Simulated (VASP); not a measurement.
Output of a VASP run:

**OSZICAR**
```
       N       E                     dE             d eps       ncg     rms          rms(c)
DAV:   1     0.199705990590E+03    0.19971E+03   -0.60550E+04   754   0.200E+05
DAV:   2     0.185189744217E+02   -0.18119E+03   -0.17628E+03  1048   0.396E+02
DAV:   3    -0.630566965898E+02   -0.81576E+02   -0.80522E+02  1207   0.135E+02
DAV:   4    -0.262654476089E+02    0.36791E+02   -0.39399E+02  1066   0.466E+01
DAV:   5    -0.121713814113E+03   -0.95448E+02   -0.12947E+03  1167   0.189E+01    0.636E+01
DAV:   6     0.853096527303E+01    0.13024E+03   -0.24224E+02   920   0.934E+01    0.219E+01
DAV:   7     0.771339954150E+01   -0.81757E+00   -0.64240E+00  1060   0.162E+01    0.161E+01
DAV:   8     0.830124522023E+01    0.58785E+00   -0.91962E-01   849   0.134E+01    0.608E+00
DAV:   9     0.774179824448E+01   -0.55945E+00   -0.25391E-01   789   0.656E+00    0.377E+00
DAV:  10     0.783901577237E+01    0.97218E-01   -0.31653E-02   869   0.205E+00    0.194E+00
DAV:  11     0.772609443660E+01   -0.11292E+00   -0.51088E-02   784   0.385E+00    0.427E-01
DAV:  12     0.772333841431E+01   -0.27560E-02   -0.68679E-03   909   0.988E-01    0.497E-01
DAV:  13     0.772314676785E+01   -0.19165E-03   -0.13286E-03   784   0.397E-01    0.124E-01
DAV:  14     0.774308349066E+01    0.19937E-01   -0.37177E+03   754   0.106E+05    0.238E-01
DAV:  15     0.772259075681E+01   -0.20493E-01   -0.20796E-01   754   0.584E+00    0.129E-01
DAV:  16     0.772267196185E+01    0.81205E-04   -0.19925E-04   969   0.227E-01    0.654E-02
DAV:  17     0.772260216188E+01   -0.69800E-04   -0.94965E-06   799   0.490E-02    0.533E-02
DAV:  18     0.772254087902E+01   -0.61283E-04   -0.74773E-05   774   0.103E-01    0.740E-03
DAV:  19     0.772253196554E+01   -0.89135E-05   -0.77743E-06   859   0.528E-02    0.468E-03
DAV:  20     0.772253148127E+01   -0.48427E-06   -0.38233E-07   894   0.779E-03    0.452E-03
DAV:  21     0.772253159549E+01    0.11422E-06   -0.28389E-08   602   0.249E-03    0.396E-03
DAV:  22     0.772253073004E+01   -0.86545E-06   -0.13726E-06   774   0.145E-02    0.138E-03
DAV:  23     0.772253093663E+01    0.20659E-06   -0.21146E-07   761   0.642E-03    0.103E-03
DAV:  24     0.772253045694E+01   -0.47969E-06   -0.13288E-07   702   0.573E-03    0.106E-03
DAV:  25     0.772253048249E+01    0.25548E-07   -0.16073E-08   432   0.273E-03
   1 F= 0.77225305E+01 E0= 0.77225305E+01  d E =-.104485E-10
```

File OUTCAR:
```
------------------------ aborting loop because EDIFF is reached ----------------------------------------
  FORCE on cell =-STRESS in cart. coord.  units (eV):
  Direction    XX          YY          ZZ          XY          YZ          ZX
  --------------------------------------------------------------------------------------
  Total        0.0042449      0.0042449      0.0042449      0.0000000      0.0000000     -0.0000000
  in kB        0.1313224      0.1313224      0.1313224      0.0000000      0.0000000     -0.0000000
  external PRESSURE =       0.1313224 kB  Pullay stress =       0.0000000 kB
  volume of cell :       51.79
      direct lattice vectors                 reciprocal lattice vectors
     0.000000000  2.958480291  2.958480291    -0.169005689  0.169005689  0.169005689
     2.958480291  0.000000000  2.958480291     0.169005689 -0.169005689  0.169005689
     2.958480291  2.958480291  0.000000000     0.169005689  0.169005689 -0.169005689
  FREE ENERGIE OF THE ION-ELECTRON SYSTEM (eV)
  ---------------------------------------------------
  free  energy   TOTEN  =         7.7225304825 eV

  energy  without entropy=        7.7225304825  energy(sigma->0) =        7.72253048
```
(Selected blocks of OUTCAR.)

POSCAR:
```
InP
1
    0.0000000000     2.9584802915     2.9584802915
    2.9584802915     0.0000000000     2.9584802915
    2.9584802915     2.9584802915     0.0000000000
In P
1 1
Direct
  0.0000000000   0.0000000000   0.0000000000
  0.2500000000   0.2500000000   0.2500000000
```

Question: Reconstruct the remaining input files.

Answer: One answer among several that fit: the input of the run itself, revTPSS meta-GGA, plane waves, VASP's PBE PAW potentials (set 64).

**INCAR**
```
SIGMA = 0.05   ! width (eV)
SYSTEM = InP
LMAXMIX = 4
PREC = Accurate
EDIFF = 1E-7   ! SCF stop (eV)
ENCUT = 520   ! plane-wave cut-off (eV)
NELM = 100   ! most electronic steps
LWAVE = F
ISIF = 2   ! forces and stress, cell fixed
LMIXTAU = T
LCHARG = F
ISMEAR = 0   ! Gaussian
LREAL = F   ! projection in real space or not
METAGGA = RTPSS
ALGO = Normal   ! blocked Davidson
LASPH = T   ! aspherical one-centre terms
```

**KPOINTS**
```
kpoints
0
Gamma
  8 8 8
0 0 0
```

POTCAR, in this order: In_d P (PBE.64 set). Program: vasp_std.

The compound is InP in the zinc blende structure. It was relaxed first.
